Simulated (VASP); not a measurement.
```
CuI
1.0
    0.00000     3.04036     3.04036
    3.04036     0.00000     3.04036
    3.04036     3.04036     0.00000
Cu I
1 1
Direct
  0.00000   0.00000   0.00000
  0.25000   0.25000   0.25000
```

All values below come from PBE GGA, VASP's PBE PAW potentials (set 64) (plane waves; VASP 6.6.1). Settings: 520 eV cut-off, Gaussian smearing of 0.050 eV, potentials Cu I.

Unless said otherwise, spin-orbit coupling is left out, though it shifts the bands of the heavy elements here.

Question: What does the run give for the band gap (along the path) with the smallest direct gap where there is one?

Answer: 
| Property | Value |
|---|---|
| band gap (along the path) | 1.12 eV |
| smallest direct gap (along the path) | 1.12 eV |

Total energies compare only between runs with the same potentials, cut-off and functional.

The compound is CuI in the zinc blende structure. It was relaxed first.
